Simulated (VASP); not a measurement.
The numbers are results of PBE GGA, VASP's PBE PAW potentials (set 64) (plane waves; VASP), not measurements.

The input files of a VASP run:

INCAR:
```
! general
SYSTEM =Ta2N
PREC   =Accurate
ENCUT  =400
LREAL  =.False.   ! projection in real space or not
LASPH  =.True.

! electronic loop
EDIFF  =1E-6   ! SCF stop (eV)
NELM   =100   ! most electronic steps
ALGO   =Normal
LMAXMIX=6

! smearing
ISMEAR =0   ! Gaussian
SIGMA  =0.1

! functional
GGA    =PE   ! PBE

! ions
ISIF   =2

! output
LWAVE  =.False.
LCHARG =.False.
```

### POSCAR
```
Ta2N
1.0
  3.0457210000   0.0000000000   0.0000000000
 -1.5228610000   2.6376730000   0.0000000000
  0.0000000000   0.0000000000  22.2205000000
Ta N
6 3
Direct
  0.6666670000   0.3333330000   0.2250170000
  0.3333330000   0.6666670000   0.3366620000
  0.6666670000   0.3333330000   0.4441750000
  0.3333330000   0.6666670000   0.5558200000
  0.6666670000   0.3333330000   0.6633380000
  0.3333330000   0.6666670000   0.7749830000
  0.0000000000   0.0000000000   0.2808400000
  0.0000000000   0.0000000000   0.4999980000
  0.0000000000   0.0000000000   0.7191600000
```

KPOINTS:
```
Automatic mesh
0
Gamma
8 8 1
0 0 0
```

POTCAR, in this order: Ta_pv N (PBE.64 set). Program: vasp_std.

The resulting files:

File OSZICAR:
```
       N       E                     dE             d eps       ncg     rms          rms(c)
DAV:   1     0.746906993275E+03    0.74691E+03   -0.40608E+04  1032   0.138E+03
DAV:   2    -0.598603590331E+02   -0.80677E+03   -0.78896E+03  1104   0.439E+02
DAV:   3    -0.108685371602E+03   -0.48825E+02   -0.47527E+02  1256   0.983E+01
DAV:   4    -0.110496083360E+03   -0.18107E+01   -0.17769E+01  1216   0.177E+01
DAV:   5    -0.110583128865E+03   -0.87046E-01   -0.86205E-01  1288   0.317E+00    0.487E+01
DAV:   6    -0.105812883857E+03    0.47702E+01   -0.10045E+02  1264   0.454E+01    0.239E+01
DAV:   7    -0.139152677251E+03   -0.33340E+02   -0.35281E+02  1384   0.531E+01    0.212E+01
DAV:   8    -0.984756502690E+02    0.40677E+02   -0.11356E+02  1376   0.387E+01    0.986E+00
DAV:   9    -0.100757473345E+03   -0.22818E+01   -0.42964E+01  1264   0.194E+01    0.448E+00
DAV:  10    -0.100034063234E+03    0.72341E+00   -0.68051E+00  1208   0.975E+00    0.221E+00
DAV:  11    -0.100040343395E+03   -0.62802E-02   -0.56803E-01  1336   0.295E+00    0.174E+00
DAV:  12    -0.100031682609E+03    0.86608E-02   -0.29626E-02  1248   0.872E-01    0.134E+00
DAV:  13    -0.100017609021E+03    0.14074E-01   -0.43134E-02  1216   0.120E+00    0.374E-01
DAV:  14    -0.100015596593E+03    0.20124E-02   -0.15862E-02  1264   0.767E-01    0.269E-01
DAV:  15    -0.100014996823E+03    0.59977E-03   -0.35537E-03  1128   0.275E-01    0.100E-01
DAV:  16    -0.100014929306E+03    0.67518E-04   -0.16166E-03  1280   0.279E-01    0.449E-02
DAV:  17    -0.100014908314E+03    0.20991E-04   -0.65420E-04  1208   0.173E-01    0.388E-02
DAV:  18    -0.100015057971E+03   -0.14966E-03   -0.27582E-04  1184   0.119E-01    0.219E-02
DAV:  19    -0.100015234145E+03   -0.17617E-03   -0.22024E-04  1144   0.582E-02    0.289E-02
DAV:  20    -0.100015298804E+03   -0.64659E-04   -0.40064E-05  1048   0.321E-02    0.241E-02
DAV:  21    -0.100015302014E+03   -0.32101E-05   -0.44871E-05  1208   0.449E-02    0.373E-03
DAV:  22    -0.100015303610E+03   -0.15957E-05   -0.42148E-06   992   0.108E-02    0.189E-03
DAV:  23    -0.100015306034E+03   -0.24239E-05   -0.81882E-07   744   0.486E-03    0.216E-03
DAV:  24    -0.100015307534E+03   -0.14998E-05   -0.32045E-07   704   0.374E-03    0.908E-04
DAV:  25    -0.100015308214E+03   -0.68078E-06   -0.15856E-07   672   0.171E-03
   1 F= -.10001531E+03 E0= -.10000141E+03  d E =-.277977E-01
```

File OUTCAR:
```
------------------------ aborting loop because EDIFF is reached ----------------------------------------
  FORCE on cell =-STRESS in cart. coord.  units (eV):
  Direction    XX          YY          ZZ          XY          YZ          ZX
  --------------------------------------------------------------------------------------
  Total        5.2011201      5.2011250      2.4069950     -0.0000010      0.0000000      0.0000000
  in kB       46.6812594     46.6813033     21.6033382     -0.0000088      0.0000000      0.0000000
  external PRESSURE =      38.3219670 kB  Pullay stress =       0.0000000 kB
  volume of cell :      178.51
      direct lattice vectors                 reciprocal lattice vectors
     3.045721000  0.000000000  0.000000000     0.328329483  0.189561088  0.000000000
    -1.522861000  2.637673000  0.000000000     0.000000000  0.379122052  0.000000000
     0.000000000  0.000000000 22.220500000     0.000000000  0.000000000  0.045003488
 POSITION                                       TOTAL-FORCE (eV/Angst)
 -----------------------------------------------------------------------------------
      1.52286      0.87922      4.99999        -0.000000      0.000000     -0.109946
     -0.00000      1.75845      7.48080         0.000000     -0.000000      0.094409
      1.52286      0.87922      9.86979        -0.000000     -0.000000     -0.779521
     -0.00000      1.75845     12.35060         0.000000      0.000000      0.779521
      1.52286      0.87922     14.73970        -0.000000      0.000000     -0.094409
     -0.00000      1.75845     17.22051         0.000000      0.000000      0.109946
      0.00000      0.00000      6.24041        -0.000000     -0.000000     -0.139261
      0.00000      0.00000     11.11021        -0.000000      0.000000      0.000000
      0.00000      0.00000     15.98009        -0.000000      0.000000      0.139261
 -----------------------------------------------------------------------------------
    total drift:                               -0.000000      0.000000      0.097764
  FREE ENERGIE OF THE ION-ELECTRON SYSTEM (eV)
  ---------------------------------------------------
  free  energy   TOTEN  =      -100.0153082143 eV

  energy  without entropy=      -99.9875105334  energy(sigma->0) =     -100.00140937
```
(Selected blocks of OUTCAR.)

File OUTCAR:
```
 val. band max:        3.5879175136   @ k =   0.2500  -0.0000   0.0000

 cond. band min:       3.6008592983   @ k =   0.1250  -0.0000   0.0000


 Fermi energy:         3.5942443088

 k-point     1 :       0.0000    0.0000    0.0000
  band No.  band energies     occupation
      1     -32.1260      2.00000
      2     -32.0431      2.00000
      3     -31.8653      2.00000
      4     -31.5606      2.00000
      5     -31.3410      2.00000
      6     -31.2662      2.00000
      7     -31.2662      2.00000
      8     -31.2434      2.00000
      9     -31.2434      2.00000
     10     -31.1923      2.00000
     11     -31.1923      2.00000
     12     -31.1575      2.00000
     13     -31.1575      2.00000
     14     -31.1435      2.00000
     15     -31.1162      2.00000
     16     -31.1162      2.00000
     17     -31.1054      2.00000
     18     -31.1054      2.00000
     19     -14.0955      2.00000
     20     -13.9349      2.00000
     21     -13.8823      2.00000
     22      -5.6150      2.00000
     23      -5.2581      2.00000
     24      -5.1160      2.00000
     25      -2.7644      2.00000
     26      -2.7644      2.00000
     27      -2.6241      2.00000
     28      -2.6241      2.00000
     29      -2.5941      2.00000
     30      -2.5941      2.00000
     31      -1.1144      2.00000
     32      -0.3080      2.00000
     33       0.4988      2.00000
     34       1.5910      2.00000
     35       2.2173      2.00000
     36       2.5408      2.00000
     37       2.6253      2.00000
     38       2.6253      2.00000
     39       2.6505      2.00000
     40       3.0232      2.00000
     41       3.0232      2.00000
     42       3.3245      1.99986
     43       3.3245      1.99986
     44       4.1315      0.00000
     45       4.2051      0.00000
     46       4.2052      0.00000
     47       4.7232      0.00000
     48       4.8655      0.00000

 k-point     2 :       0.1250   -0.0000    0.0000
  band No.  band energies     occupation
...
```

At this cut-off the stress carries a Pulay error, which pulls relaxed volumes low. The cell holds a wide vacuum, so values per volume refer to the whole cell. Unless said otherwise, spin-orbit coupling is left out, though it shifts the bands of the heavy elements here.

The cell is a sheet with vacuum, built from a database entry that may be metastable or hypothetical.
